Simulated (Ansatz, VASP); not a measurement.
This is a calculation of GaGe for Ansatz 0.2.0. The cell comes from a database or a generator and needn't be the stable form of this composition.

Contents of input.yaml:

```yaml
crystal:
  lattice:
    - [0.0, 2.897844, 2.897844]
    - [2.897844, 0.0, 2.897844]
    - [2.897844, 2.897844, 0.0]
  atoms:
    - { symbol: Ge, position: [0.0, 0.0, 0.0] }
    - { symbol: Ga, position: [0.25, 0.25, 0.25] }
hamiltonian:
  xc: pbesol
  pseudopotentials: { kind: paw }
kpoints:
  mp_grid: { grid: [8, 8, 8] }
scf:
  occupations: { method: fermi_dirac, width: 0.05 }
output:
  forces: true
  stress: true
  eigenvalues: true
relax:
  f_tol: 0.01
  max_steps: 40
  cell: { stress_tol: 0.05 }
```

Potentials or basis: Ansatz PAW.

Launch:

```sh
$ ansatz run input.yaml --threads 2 --pin off --max-ram 5632MiB --backend cpu --events-out ev --progress --plain --runs-dir out
```

Question: What does the same run look like in VASP 6.6.1? Potentials or basis there: PBE PAW files Ga_d, Ge_d, 600 eV.

Answer: As run (cutoffs and basis follow the program's own potentials, and thresholds, step limits or extra output files can differ):

Contents of INCAR:

```
SYSTEM = GaGe
PREC = Accurate ; ENCUT = 600
EDIFF = 1E-6 ; ISMEAR = -1
SIGMA = 0.05 ; LREAL = .False.
LASPH = .True. ; NELM = 80
ALGO = Normal ; ISIF = 3
LWAVE = .False. ; LCHARG = .False.
GGA = PS ; IBRION = 2
NSW = 60 ; EDIFFG = -0.02
```

KPOINTS

```
regular mesh
0
Gamma
  8 8 8
  0 0 0
```

File POSCAR:

```
GaGe
1.0
    0.0000000000      2.8978440000      2.8978440000
    2.8978440000      0.0000000000      2.8978440000
    2.8978440000      2.8978440000      0.0000000000
Ge Ga
1 1
Direct
    0.0000000000      0.0000000000      0.0000000000
    0.2500000000      0.2500000000      0.2500000000
```

Potentials or basis: VASP PAW PBE potentials, release 64 (Ge_d, Ga_d).

The run is started by

```bash
$ cat potpaw_PBE.64/Ge_d/POTCAR potpaw_PBE.64/Ga_d/POTCAR > POTCAR
$ mpirun -np 1 vasp_std > vasp.out
```

Both were run:

|  | Ansatz | VASP |
| --- | --- | --- |
| Relaxed volume | 23.21 Å³/atom | 23.28 Å³/atom |
| Relaxed cell | a = 4.034 Å, b = 4.034 Å, c = 4.034 Å, α = 60.00°, β = 60.00°, γ = 60.00° | a = 4.038 Å, b = 4.038 Å, c = 4.038 Å, α = 60.00°, β = 60.00°, γ = 60.00° |
| Space group after relaxing | F-43m (No. 216) | F-43m (No. 216) |
| Pressure after relaxing | 0.0 GPa | -0.1 GPa |

Ansatz's pressure holds a Pulay term of +0.03 GPa for its cutoff of 420 eV, which the other run lacks.

Ansatz's potentials were made for PBE. VASP's potentials were made for PBE.

Where Ansatz's input types no cutoff or centring, it takes its own default and a Γ-centred mesh.

Pressure is positive in compression.
